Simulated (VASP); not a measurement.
A run of VASP 6.6.1 is set up as follows.

The input INCAR:

```
SYSTEM = NiF
ALGO     = Fast           ! electronic algorithm
EDIFF    = 1E-6           ! SCF threshold, eV
EDIFFG   = -0.01          ! ionic threshold
ENCUT    = 600            ! plane-wave cutoff, eV
GGA      = CA             ! functional
IBRION   = 2              ! ionic algorithm
ISIF     = 3              ! what is computed and relaxed
ISMEAR   = -1             ! smearing method
ISPIN    = 2              ! spin polarisation
LASPH    = .True.         ! aspherical terms in the spheres
LCHARG   = .False.        ! write CHGCAR
LMAXMIX  = 4              ! l up to which the mixer works
LORBIT   = 11             ! projections on sites
LREAL    = .False.        ! projectors in reciprocal space
LWAVE    = .False.        ! write WAVECAR
MAGMOM   = 1 0            ! initial moments
NELM     = 100            ! most SCF steps
NSW      = 40             ! ionic steps
PREC     = Accurate       ! precision mode
PSTRESS  = 300          
SIGMA    = 0.05           ! smearing width, eV
```

File KPOINTS:

```
k-points
0
Gamma
  7 7 7
  0 0 0
```

File POSCAR:

```
NiF
1.0
    0.0000000000      2.3348415800      2.3348415800
    2.3348415800      0.0000000000      2.3348415800
    2.3348415800      2.3348415800      0.0000000000
Ni F
1 1
Direct
    0.0000000000      0.0000000000      0.0000000000
    0.7500000000      0.7500000000      0.7500000000
```

Potentials or basis: VASP PAW LDA potentials, release 64 (Ni, F).

The run is started by

```bash
$ cat potpaw_LDA.64/Ni/POTCAR potpaw_LDA.64/F/POTCAR > POTCAR
$ mpirun -np 1 vasp_std > vasp.out
```

(1) What does it give for the relaxed cell?

(2) What does it give for the net moment?

(3) Estimate the band gap on the k mesh.

(4) What does it give for the site moments?

Answers

(1) a = 3.058 Å, b = 3.058 Å, c = 3.058 Å, α = 60.00°, β = 60.00°, γ = 60.00°.

(2) 1.09 μB per cell.

(3) none (metal or under the smearing width).

(4) Ni +1.02; F +0.10 μB.

Caveat: the cell is relaxed towards a set pressure, so the enthalpy falls and the energy may rise; a cell with one magnetic atom can't hold antiferromagnetic order, which such compounds often take; semilocal functionals often make such compounds metallic where correlation or magnetic order opens a gap, which also shifts bond lengths.
